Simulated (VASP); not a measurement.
A run of VASP 6.6.1:

File POSCAR:

```
LiMg
1.0
    3.3633264485      0.0000000000      0.0000000000
    0.0000000000      3.3633264485      0.0000000000
    0.0000000000      0.0000000000      3.3610816605
Li Mg
1 1
Direct
    0.0000000000      0.0000000000      0.0000000000
    0.5000000000      0.5000000000      0.5000000000
```

Contents of INCAR.step1:

```
SYSTEM = LiMg
PREC = Accurate
ENCUT = 520
ISMEAR = 0
SIGMA = 0.1
LREAL = .False.
LASPH = .True.
NELM = 100
NBANDS = 10
GGA = PE
ALGO = Normal
EDIFF = 1E-4
LWAVE = .True.
LCHARG = .False.
```

INCAR.step2

```
SYSTEM = LiMg
PREC = Accurate
ENCUT = 520
EDIFF = 1E-6
ISMEAR = 0
SIGMA = 0.1
LREAL = .False.
LASPH = .True.
NELM = 100
ALGO = Normal
ISIF = 2
LWAVE = .False.
LCHARG = .False.
METAGGA = R2SCAN
LMIXTAU = .True.
NBANDS = 10
ISTART = 1
```

The input KPOINTS:

```
regular mesh
0
Gamma
  12 12 12
  0 0 0
```

Potentials or basis: VASP PAW PBE potentials, release 64 (Li_sv, Mg).

The run is started by

```bash
$ cat potpaw_PBE.64/Li_sv/POTCAR potpaw_PBE.64/Mg/POTCAR > POTCAR
$ cp INCAR.step1 INCAR
$ mpirun -np 1 vasp_std > vasp.out
$ cp INCAR.step2 INCAR
$ mpirun -np 1 vasp_std > vasp.out
```

Hardware: 1 thread of Intel(R) Xeon(R) Platinum 8559C (Emerald Rapids), with other jobs on the host.

Question: How long does it take, and how much memory?

Answer: It took 3.3 min on 1 thread of Intel(R) Xeon(R) Platinum 8559C (Emerald Rapids), with other jobs on the host, peak memory 0.22 GiB. Counts: scf iterations 8, k points 196.
